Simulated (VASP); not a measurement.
Here is the system:

```yaml
crystal:
  lattice:
    - [0.00000, 2.31500, 2.31500]
    - [2.31500, 0.00000, 2.31500]
    - [2.31500, 2.31500, 0.00000]
  atoms:
    - { symbol: Na, position: [0.00000, 0.00000, 0.00000] }
    - { symbol: F, position: [0.50000, 0.50000, 0.50000] }
```

All values below come from PBE GGA, VASP's PBE PAW potentials (set 64) (plane waves; VASP 6.6.1). Numerical set-up: 800 eV cut-off, 9×9×9 Γ-centred mesh, Gaussian smearing of 0.050 eV, potentials Na_sv F.

Question: Predict the energy per atom (σ→0), pressure, band gap (on the k-mesh) with the smallest direct gap where there is one.

Answer: 
The band gap (on the k-mesh) is 6.32 eV, the smallest direct gap (on the k-mesh) is 6.32 eV and the energy per atom (σ→0) is -4.284 eV/atom. The pressure is 2.21 GPa.

Total energies compare only between runs with the same potentials, cut-off and functional.

The compound is NaF in the rock salt structure. The cell was not relaxed at this level. The run is one of a series of settings (ENCUT = 800, POTCAR Na_sv F (PBE.64 set) against the base run), some of them coarse on purpose.
